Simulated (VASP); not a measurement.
Calculation: r2SCAN+rVV10, VASP's PBE PAW potentials (set 64) (plane waves; VASP 6.6.1).

Input for VASP

**POSCAR**
```
Tl
1.0
  1.7300000000  -2.9964480000   0.0000000000
  1.7300000000   2.9964480000   0.0000000000
  0.0000000000   0.0000000000   5.5200000000
Tl
2
direct
  0.3333330000   0.6666670000   0.2500000000
  0.6666670000   0.3333330000   0.7500000000
```

**KPOINTS**
```
Automatic
0
G
 11 11 6
0 0 0
```

**INCAR**
```
# general
SYSTEM  =Tl
PREC    =Accurate
ENCUT   =520   # plane-wave cut-off (eV)
LREAL   =F   # projection in real space or not
LASPH   =T

# electronic loop
EDIFF   =1E-6   # SCF stop (eV)
NELM    =100
ALGO    =Normal   # blocked Davidson
LMAXMIX =4
LMIXTAU =T

# smearing
ISMEAR  =1   # Methfessel-Paxton
SIGMA   =0.1

# functional
METAGGA =R2SCAN
LUSE_VDW=T
BPARAM  =11.95
CPARAM  =0.0093

# ions
IBRION  =2
NSW     =60   # most ionic steps
ISIF    =3
EDIFFG  =-0.01   # ionic stop

# output
LWAVE   =F
LCHARG  =F
```

POTCAR, in this order: Tl_d (PBE.64 set). Program: vasp_std.

Output

File OUTCAR:
```
 ion  position               nearest neighbor table
   1  0.333  0.667  0.250-   2 3.41   2 3.41   2 3.41   2 3.41   2 3.41   2 3.41
   2  0.667  0.333  0.750-   1 3.41   1 3.41   1 3.41   1 3.41   1 3.41   1 3.41
  LATTYP: Found a hexagonal cell.
 ALAT       =     3.4600000891
 C/A-ratio  =     1.5953756815
 Subroutine PRICEL returns:
 Original cell was already a primitive cell.
 Subroutine GETGRP returns: Found 24 space group operations
The static configuration has the point symmetry D_3d.
 The point group associated with its full space group is D_6h.
The dynamic configuration has the point symmetry D_3d.
 Subroutine INISYM returns: Found 24 space group operations
 Subroutine IBZKPT returns following result:
 Found     64 irreducible k-points:

 Following reciprocal coordinates:
            Coordinates               Weight
  0.000000  0.000000  0.000000      1.000000
  0.090909 -0.000000  0.000000      6.000000
  0.181818 -0.000000  0.000000      6.000000
  0.272727  0.000000  0.000000      6.000000
  0.363636 -0.000000  0.000000      6.000000
  0.454545  0.000000  0.000000      6.000000
  0.090909  0.090909  0.000000      6.000000
  0.181818  0.090909  0.000000     12.000000
  0.272727  0.090909  0.000000     12.000000
  0.363636  0.090909  0.000000     12.000000
  0.454545  0.090909  0.000000      6.000000
  0.181818  0.181818  0.000000      6.000000
  0.272727  0.181818  0.000000     12.000000
  0.363636  0.181818  0.000000     12.000000
  0.272727  0.272727  0.000000      6.000000
  0.363636  0.272727  0.000000      6.000000
  0.000000  0.000000  0.166667      2.000000
  0.090909 -0.000000  0.166667     12.000000
  0.181818 -0.000000  0.166667     12.000000
  0.272727  0.000000  0.166667     12.000000
  0.363636 -0.000000  0.166667     12.000000
  0.454545  0.000000  0.166667     12.000000
  0.090909  0.090909  0.166667     12.000000
  0.181818  0.090909  0.166667     24.000000
  0.272727  0.090909  0.166667     24.000000
  0.363636  0.090909  0.166667     24.000000
  0.454545  0.090909  0.166667     12.000000
  0.181818  0.181818  0.166667     12.000000
  0.272727  0.181818  0.166667     24.000000
  0.363636  0.181818  0.166667     24.000000
  0.272727  0.272727  0.166667     12.000000
  0.363636  0.272727  0.166667     12.000000
  0.000000  0.000000  0.333333      2.000000
  0.090909 -0.000000  0.333333     12.000000
  0.181818 -0.000000  0.333333     12.000000
  0.272727  0.000000  0.333333     12.000000
  0.363636 -0.000000  0.333333     12.000000
  0.454545  0.000000  0.333333     12.000000
  0.090909  0.090909  0.333333     12.000000
  0.181818  0.090909  0.333333     24.000000
   k-points           NKPTS =     64   k-points in BZ     NKDIM =     64   number of bands    NBANDS=     17
   number of dos      NEDOS =    301   number of ions     NIONS =      2
   total plane-waves  NPLWV =  32928
   dimension x,y,z NGX =    28 NGY =   28 NGZ =   42
   dimension x,y,z NGXF=    56 NGYF=   56 NGZF=   84
   ions per type =               2
   PREC   = accura    normal or accurate (medium, high low for compatibility)
   ISTART =      0    job   : 0-new  1-cont  2-samecut
   ICHARG =      2    charge: 1-file 2-atom 10-const
   ISPIN  =      1    spin polarized calculation?
   LNONCOLLINEAR =      F non collinear calculations
   LSORBIT =      F    spin-orbit coupling
   INIWAV =      1    electr: 0-lowe 1-rand  2-diag
   ENCUT  =  520.0 eV  38.22 Ry    6.18 a.u.   6.43  6.43 10.26*2*pi/ulx,y,z
   NELM   =    100;   NELMIN=  2; NELMDL= -5     # of ELM steps
   EDIFF  = 0.1E-05   stopping-criterion for ELM
   LREAL  =      F    real-space projection
...
```

### OSZICAR
```
       N       E                     dE             d eps       ncg     rms          rms(c)
DAV:   1     0.227976066589E+02    0.22798E+02   -0.14783E+04  2192   0.149E+03
DAV:   2    -0.110909549337E+03   -0.13371E+03   -0.13209E+03  2295   0.303E+02
DAV:   3    -0.113199295113E+03   -0.22897E+01   -0.22429E+01  2671   0.353E+01
DAV:   4    -0.113214096627E+03   -0.14802E-01   -0.14800E-01  2428   0.281E+00
DAV:   5    -0.113214272679E+03   -0.17605E-03   -0.17605E-03  2544   0.314E-01    0.301E+00
DAV:   6    -0.107592345393E+03    0.56219E+01   -0.24318E+00  2204   0.169E+01    0.362E+00
DAV:   7    -0.105664803945E+03    0.19275E+01   -0.23343E-01  2213   0.570E+00    0.310E+00
DAV:   8    -0.108045529203E+03   -0.23807E+01   -0.61362E-01  2191   0.724E+00    0.229E+00
DAV:   9    -0.105606131761E+03    0.24394E+01   -0.24927E-01  2191   0.456E+00    0.886E-01
DAV:  10    -0.105625236631E+03   -0.19105E-01   -0.35146E-02  2284   0.139E+00    0.589E-01
DAV:  11    -0.105612015878E+03    0.13221E-01   -0.57609E-03  2259   0.600E-01    0.593E-01
DAV:  12    -0.105592628465E+03    0.19387E-01   -0.52561E-03  2296   0.509E-01    0.370E-01
DAV:  13    -0.105623210180E+03   -0.30582E-01   -0.87362E-03  2237   0.714E-01    0.292E-01
DAV:  14    -0.105629200384E+03   -0.59902E-02   -0.41907E-03  2266   0.558E-01    0.106E-01
DAV:  15    -0.105630072701E+03   -0.87232E-03   -0.29131E-04  2450   0.144E-01    0.105E-01
DAV:  16    -0.105630213653E+03   -0.14095E-03   -0.59707E-05  2281   0.680E-02    0.728E-02
DAV:  17    -0.105630400184E+03   -0.18653E-03   -0.94200E-05  2232   0.812E-02    0.652E-02
DAV:  18    -0.105630422391E+03   -0.22207E-04   -0.65996E-05  2255   0.769E-02    0.391E-02
DAV:  19    -0.105630422812E+03   -0.42094E-06   -0.33690E-05  2291   0.534E-02    0.652E-03
DAV:  20    -0.105630422387E+03    0.42497E-06   -0.18169E-06  1738   0.121E-02
   1 F= -.10563042E+03 E0= -.10563001E+03  d E =-.105630E+03
       N       E                     dE             d eps       ncg     rms          rms(c)
DAV:   1    -0.105754641984E+03   -0.12422E+00   -0.24279E+00  2181   0.144E+01    0.207E+00
DAV:   2    -0.105647466163E+03    0.10718E+00   -0.22659E-01  2182   0.397E+00    0.670E-01
DAV:   3    -0.105630977506E+03    0.16489E-01   -0.57600E-02  2207   0.220E+00    0.519E-01
DAV:   4    -0.105611146422E+03    0.19831E-01   -0.49528E-02  2219   0.166E+00    0.820E-02
DAV:   5    -0.105632017326E+03   -0.20871E-01   -0.10708E-02  2219   0.834E-01    0.306E-02
DAV:   6    -0.105632869667E+03   -0.85234E-03   -0.49901E-04  2291   0.198E-01    0.283E-02
DAV:   7    -0.105633223933E+03   -0.35427E-03   -0.13426E-04  2234   0.936E-02    0.850E-03
DAV:   8    -0.105633270446E+03   -0.46513E-04   -0.34688E-05  2275   0.459E-02    0.327E-03
DAV:   9    -0.105633284421E+03   -0.13975E-04   -0.80837E-06  2039   0.338E-02    0.891E-04
DAV:  10    -0.105633278752E+03    0.56683E-05   -0.21670E-06  1671   0.205E-02    0.408E-04
DAV:  11    -0.105633281415E+03   -0.26629E-05   -0.11318E-07  1091   0.410E-03    0.977E-05
DAV:  12    -0.105633280759E+03    0.65604E-06   -0.58013E-09  1091   0.947E-04
   2 F= -.10563328E+03 E0= -.10563293E+03  d E =-.285837E-02
```

**OUTCAR**
```
------------------------ aborting loop because EDIFF is reached ----------------------------------------
  FORCE on cell =-STRESS in cart. coord.  units (eV):
  Direction    XX          YY          ZZ          XY          YZ          ZX
  --------------------------------------------------------------------------------------
  Total       -0.0104307     -0.0104307     -0.0002141     -0.0000000      0.0000000      0.0000000
  in kB       -0.2860315     -0.2860315     -0.0058717     -0.0000000      0.0000000      0.0000000
  external PRESSURE =      -0.1926449 kB  Pullay stress =       0.0000000 kB
  volume of cell :       58.43
      direct lattice vectors                 reciprocal lattice vectors
     1.740519243 -3.014667864 -0.000000000     0.287270596 -0.165855750 -0.000000000
     1.740519243  3.014667864  0.000000000     0.287270596  0.165855750 -0.000000000
     0.000000000  0.000000000  5.567510474     0.000000000 -0.000000000  0.179613492
 POSITION                                       TOTAL-FORCE (eV/Angst)
 -----------------------------------------------------------------------------------
      1.74052      1.00489      1.39188        -0.000000      0.000000     -0.000000
      1.74052     -1.00489      4.17563         0.000000     -0.000000      0.000000
 -----------------------------------------------------------------------------------
    total drift:                               -0.000013      0.000463      0.000010
  FREE ENERGIE OF THE ION-ELECTRON SYSTEM (eV)
  ---------------------------------------------------
  free  energy   TOTEN  =      -105.6332807591 eV

  energy  without entropy=     -105.6322338227  energy(sigma->0) =     -105.63293178

 reached required accuracy - stopping structural energy minimisation
```
(Selected blocks of OUTCAR.)

File CONTCAR:
```
Tl
   1.00000000000000
     1.7405192425471623   -3.0146678644259786   -0.0000000000000000
     1.7405192425471623    3.0146678644259786    0.0000000000000000
     0.0000000000000000    0.0000000000000000    5.5675104743134387
  Tl
     2
Direct
     0.3333330000000032    0.6666669999999968    0.2500000000000000
     0.6666669999999968    0.3333330000000032    0.7500000000000000
```

Energy and stress use the plane-wave basis of the starting cell.

The compound is Tl in the hcp structure. This run relaxes it. Symmetry was kept, so distortions that lower it aren't found.
